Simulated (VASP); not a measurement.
Energy against volume of Ge (diamond). Calculation: optB88-vdW, VASP's PBE PAW potentials (set 64) (plane waves; VASP 6.6.1). Settings: 520 eV cut-off, 11×11×11 Γ-centred mesh, first-order Methfessel-Paxton smearing of 0.10 eV, potentials Ge_d.

| V (Å³/atom) | E (eV/atom) |
|---|---|
| 22.293 | -1.08005 |
| 23.005 | -1.09416 |
| 23.716 | -1.09880 |
| 24.428 | -1.09543 |

### Question
Fit these four points and predict the energy of the run at 25.139 Å³/atom.

### Answer
A cubic in V^(−2/3), the third-order Birch-Murnaghan form, passes through the four points with V0 = 23.75 Å³/atom and B0 = 60 GPa, and gives -1.0853 eV/atom there. The run gave -1.0855 eV/atom, -0.2 meV/atom from the fit; all five points give B0 = 59 GPa.

The compound is Ge in the diamond structure. It was relaxed first.
